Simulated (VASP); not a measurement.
CaB2:

```
Ca B
1.0
     3.22643    0.00000    0.00000
    -1.61322    2.79417    0.00000
     0.00000    0.00000    4.06739
Ca B
1 2
Cartesian
  0.0000 0.0000 0.0000
  1.6132 0.9314 2.0337
  0.0000 1.8628 2.0337
```

The cell comes from a database or a generator and needn't be the stable form of this composition.

* Program: VASP 6.6.1
* Task: single point
* Functional: PBE
* Potentials or basis: VASP PAW PBE potentials, release 64 (Ca_sv, B)
* Cutoff: 520 eV
* k mesh: 9 × 9 × 7
* Occupations: fermi-dirac, width 0.05 eV
* Spin: no spin polarisation

On this cell: pressure -0.1 GPa; largest force under 0.003 eV/Å; band gap on the k mesh none (metal or under the smearing width).

The same run follows on a disturbed copy (atoms moved at random, drawn with an rms of 0.05 Å):

```
Ca B
1.0
     3.22643    0.00000    0.00000
    -1.61322    2.79417    0.00000
     0.00000    0.00000    4.06739
Ca B
1 2
Direct
  0.99764 0.99966 0.99961
  0.66869 0.33058 0.49819
  0.34499 0.67381 0.50784
```

**Question.** What changes?

**Answer.** The energy (extrapolated to zero smearing) moves by +3.1 meV/atom; pressure 0.0 GPa; largest force 0.390 eV/Å; band gap on the k mesh none (metal or under the smearing width).

Forces on the atoms (eV/Å):
```
Ca   0.104  0.029  0.100
B   -0.016  0.034  0.274
B   -0.088 -0.063 -0.374
```

Stress tensor (GPa, compression positive):
```
 0.10  0.32  0.05
 0.32 -0.75  0.04
 0.05  0.04  0.57
```
